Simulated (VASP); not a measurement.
Computed with RPBE GGA, VASP's PBE PAW potentials (set 64) (plane waves; VASP).

VASP input:

**INCAR**
```
! general
SYSTEM  =  AlN
PREC    =  Accurate
ENCUT   =  520
LREAL   =  F
LASPH   =  T
ICHARG  =  11

! electronic loop
EDIFF   =  1E-7
NELM    =  100
ALGO    =  Normal

! smearing
ISMEAR  =  0
SIGMA   =  0.05

! functional
GGA     =  RP

! output
LWAVE   =  F
LCHARG  =  F
LORBIT  =  11
```

File KPOINTS:
```
k-points along high-symmetry lines
10
Line-mode
Reciprocal
  0.000000   0.000000   0.000000 ! GAMMA
  0.000000   0.500000   0.000000 ! M

  0.000000   0.500000   0.000000 ! M
 -0.333333   0.666667   0.000000 ! K

 -0.333333   0.666667   0.000000 ! K
  0.000000   0.000000   0.000000 ! GAMMA

  0.000000   0.000000   0.000000 ! GAMMA
  0.000000   0.000000   0.500000 ! A

  0.000000   0.000000   0.500000 ! A
  0.000000   0.500000   0.500000 ! L

  0.000000   0.500000   0.500000 ! L
 -0.333333   0.666667   0.500000 ! H

 -0.333333   0.666667   0.500000 ! H
  0.000000   0.000000   0.500000 ! A

  0.000000   0.500000   0.500000 ! L
  0.000000   0.500000   0.000000 ! M

 -0.333333   0.666667   0.500000 ! H
 -0.333333   0.666667   0.000000 ! K
```

**POSCAR**
```
AlN
1
    1.5736171298    -2.7255848145     0.0000000000
    1.5736171298     2.7255848145     0.0000000000
    0.0000000000     0.0000000000     5.0376212108
Al N
2 2
Direct
  0.6666670000   0.3333330000   0.5000178063
  0.3333330000   0.6666670000   0.0000178063
  0.6666670000   0.3333330000   0.8819821937
  0.3333330000   0.6666670000   0.3819821937
```

POTCAR, in this order: Al N (PBE.64 set). Program: vasp_std. Read from the step before: CHGCAR.

Output of the run:

File OSZICAR:
```
       N       E                     dE             d eps       ncg     rms          rms(c)
DAV:   1     0.480656116820E+02    0.48066E+02   -0.74023E+03  2160   0.118E+03
DAV:   2    -0.240462871676E+02   -0.72112E+02   -0.65303E+02  3192   0.202E+02
DAV:   3    -0.276014264970E+02   -0.35551E+01   -0.35323E+01  2800   0.486E+01
DAV:   4    -0.276352143027E+02   -0.33788E-01   -0.33775E-01  2536   0.544E+00
DAV:   5    -0.276357661821E+02   -0.55188E-03   -0.55185E-03  2740   0.708E-01
DAV:   6    -0.276357800625E+02   -0.13880E-04   -0.13880E-04  2520   0.115E-01
DAV:   7    -0.276357804836E+02   -0.42105E-06   -0.42104E-06  2708   0.198E-02
DAV:   8    -0.276357804967E+02   -0.13118E-07   -0.13096E-07  2088   0.358E-03
   1 F= -.27635780E+02 E0= -.27635780E+02  d E =-.274459E-15
```

### OUTCAR
```
 val. band max:        5.9530099254   @ k =   0.0000   0.0000   0.0000

 cond. band min:       9.9059984791   @ k =   0.0000   0.0000   0.0000



 k-point     1 :       0.0000    0.0000    0.0000
  band No.  band energies     occupation
      1      -9.0831      2.00000
      2      -7.0654      2.00000
      3       0.1366      2.00000
      4       5.0959      2.00000
      5       5.0960      2.00000
      6       5.7361      2.00000
      7       5.7361      2.00000
      8       5.9530      2.00000
      9       9.9060      0.00000
     10      12.4010      0.00000
     11      16.3828      0.00000
     12      16.9353      0.00000

 k-point     2 :       0.0000    0.0556    0.0000
  band No.  band energies     occupation
      1      -9.0456      2.00000
      2      -7.0443      2.00000
      3       0.1821      2.00000
      4       4.9123      2.00000
      5       5.0440      2.00000
      6       5.5383      2.00000
      7       5.7308      2.00000
      8       5.9371      2.00000
      9      10.1080      0.00000
     10      12.5719      0.00000
     11      16.2251      0.00000
     12      16.6455      0.00000

 k-point     3 :       0.0000    0.1111    0.0000
  band No.  band energies     occupation
      1      -8.9343      2.00000
      2      -6.9832      2.00000
      3       0.3177      2.00000
      4       4.4117      2.00000
      5       4.9063      2.00000
      6       5.0587      2.00000
      7       5.7070      2.00000
      8       5.8831      2.00000
      9      10.6022      0.00000
     10      13.0061      0.00000
     11      15.7669      0.00000
     12      16.0353      0.00000

 k-point     4 :       0.0000    0.1667    0.0000
  band No.  band energies     occupation
      1      -8.7538      2.00000
      2      -6.8899      2.00000
      3       0.5399      2.00000
      4       3.7171      2.00000
      5       4.4585      2.00000
      6       4.7187      2.00000
      7       5.6551      2.00000
...
```

The density is held fixed in this step, so its total energy and stress have no physical meaning.

The compound is AlN in the wurtzite structure. It was relaxed first.
